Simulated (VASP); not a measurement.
Data:

```xyz
6
Lattice="4.4170 0.0000 0.0000 0.0000 4.4170 0.0000 0.0000 0.0000 3.0359" Properties=species:S:1:pos:R:3 pbc="T T T"
Zn     0.0000     0.0000     0.0000
Zn     2.2085     2.2085     1.5179
F      1.3372     1.3372     0.0000
F      3.5456     0.8713     1.5179
F      0.8713     3.5456     1.5179
F      3.0798     3.0798     0.0000
```

Calculation: LDA (Ceperley-Alder, Perdew-Zunger), VASP's LDA PAW potentials (set 64) (plane waves; VASP 6.6.1). Numerical set-up: 620 eV cut-off, 5×5×7 Γ-centred mesh, Gaussian smearing of 0.050 eV, potentials Zn F.

Energy and stress use the plane-wave basis of the starting cell.

Q: The ions, cell shape and volume at an external pressure of 30.0 GPa are relaxed. Predict the relaxed structure.

A: 
```xyz
6
Lattice="4.3364 0.0000 0.0000 0.0000 4.3364 0.0000 0.0000 0.0000 3.0194" Properties=species:S:1:pos:R:3 pbc="T T T"
Zn     0.0000     4.3364     0.0000
Zn     2.1682     2.1682     1.5097
F      1.3151     1.3151     0.0000
F      3.4833     0.8531     1.5097
F      0.8531     3.4833     1.5097
F      3.0213     3.0213     3.0194
```
Space group P4_2/mnm (136), at a tolerance of 0.03 Å.

Q: How do energy and volume change from the first to the last step?

A: The energy (σ→0) changes by +63.0 meV/atom and the volume by -4.1 %, in 9 ionic steps.

The compound is ZnF2 in the rutile structure. This run relaxes it under an external pressure of 30 GPa. Symmetry was kept, so distortions that lower it aren't found.
